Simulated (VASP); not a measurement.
Output of a VASP run:

OSZICAR:
```
       N       E                     dE             d eps       ncg     rms          rms(c)
DAV:   1     0.123086467415E+03    0.12309E+03   -0.13239E+04  4184   0.103E+03
DAV:   2    -0.187048322964E+02   -0.14179E+03   -0.13538E+03  4564   0.305E+02
DAV:   3    -0.244611157270E+02   -0.57563E+01   -0.55405E+01  5284   0.490E+01
DAV:   4    -0.245470682861E+02   -0.85953E-01   -0.85191E-01  4768   0.564E+00
DAV:   5    -0.245489146540E+02   -0.18464E-02   -0.18451E-02  5060   0.683E-01    0.802E+01
DAV:   6    -0.231860089575E+02    0.13629E+01   -0.38490E+00  4704   0.182E+01    0.429E+01
DAV:   7    -0.229459729252E+02    0.24004E+00   -0.88266E-01  4244   0.649E+00    0.648E+00
DAV:   8    -0.229429952940E+02    0.29776E-02   -0.34201E-02  4948   0.141E+00    0.140E+00
DAV:   9    -0.229405722410E+02    0.24231E-02   -0.86654E-03  4328   0.633E-01    0.663E-01
DAV:  10    -0.229404924616E+02    0.79779E-04   -0.12520E-03  4684   0.325E-01    0.274E-01
DAV:  11    -0.229404797806E+02    0.12681E-04   -0.81006E-05  4760   0.841E-02    0.304E-02
DAV:  12    -0.229404785196E+02    0.12610E-05   -0.96854E-06  4648   0.249E-02    0.209E-02
DAV:  13    -0.229404784969E+02    0.22733E-07   -0.17804E-06  2996   0.119E-02
   1 F= -.22940478E+02 E0= -.22938569E+02  d E =-.381897E-02
```

File OUTCAR:
```
------------------------ aborting loop because EDIFF is reached ----------------------------------------
  FORCE on cell =-STRESS in cart. coord.  units (eV):
  Direction    XX          YY          ZZ          XY          YZ          ZX
  --------------------------------------------------------------------------------------
  Total        1.7236327      1.7236327      1.9186437      0.0000000      0.0000000      0.0000000
  in kB       46.7749704     46.7749704     52.0670688      0.0000000      0.0000000      0.0000000
  external PRESSURE =      48.5390032 kB  Pullay stress =       0.0000000 kB
  volume of cell :       59.04
      direct lattice vectors                 reciprocal lattice vectors
    -1.618033000  1.618033000  5.637766000     0.000000000  0.309017183  0.088687611
     1.618033000 -1.618033000  5.637766000     0.309017183  0.000000000  0.088687611
     1.618033000  1.618033000 -5.637766000     0.309017183  0.309017183  0.000000000
 POSITION                                       TOTAL-FORCE (eV/Angst)
 -----------------------------------------------------------------------------------
      0.00000      0.00000      7.50646         0.000000      0.000000     -0.039686
      0.00000      0.00000      3.76907        -0.000000     -0.000000      0.039686
      0.00000      0.00000      0.00000        -0.000000     -0.000000     -0.000000
 -----------------------------------------------------------------------------------
    total drift:                               -0.000000      0.000000     -0.000000
  FREE ENERGIE OF THE ION-ELECTRON SYSTEM (eV)
  ---------------------------------------------------
  free  energy   TOTEN  =       -22.9404784969 eV

  energy  without entropy=      -22.9366595303  energy(sigma->0) =      -22.93856901
```
(Selected blocks of OUTCAR.)

### POSCAR
```
Hf2Hg
1
   -1.6180330000     1.6180330000     5.6377660000
    1.6180330000    -1.6180330000     5.6377660000
    1.6180330000     1.6180330000    -5.6377660000
Hf Hg
2 1
Direct
  0.6657300000   0.6657300000   0.0000000000
  0.3342700000   0.3342700000   0.0000000000
  0.0000000000   0.0000000000   0.0000000000
```

Reconstruct the remaining input files.

This is not unique; one that fits is the input of the run itself, LDA (Ceperley-Alder, Perdew-Zunger), plane waves, VASP's LDA PAW potentials (set 64).

KPOINTS:
```
K-points
0
G
  10 10 10
0 0 0
```

INCAR:
```
# general
SYSTEM   =  Hf2Hg
PREC     =  Accurate
ENCUT    =  300
LREAL    =  F
LASPH    =  T

# electronic loop
EDIFF    =  1E-6
NELM     =  100
ALGO     =  Normal
LMAXMIX  =  6

# smearing
ISMEAR   =  0
SIGMA    =  0.05

# ions
ISIF     =  2

# output
LWAVE    =  F
LCHARG   =  F
```

POTCAR, in this order: Hf_pv Hg (LDA.64 set). Program: vasp_std.

At this cut-off the stress carries a Pulay error, which pulls relaxed volumes low.

The structure comes from a computed database's Hf2Hg entry; how it stands against other phases isn't given here. The cell was not relaxed at this level, and its volume differs by -5.9 % from the start's.
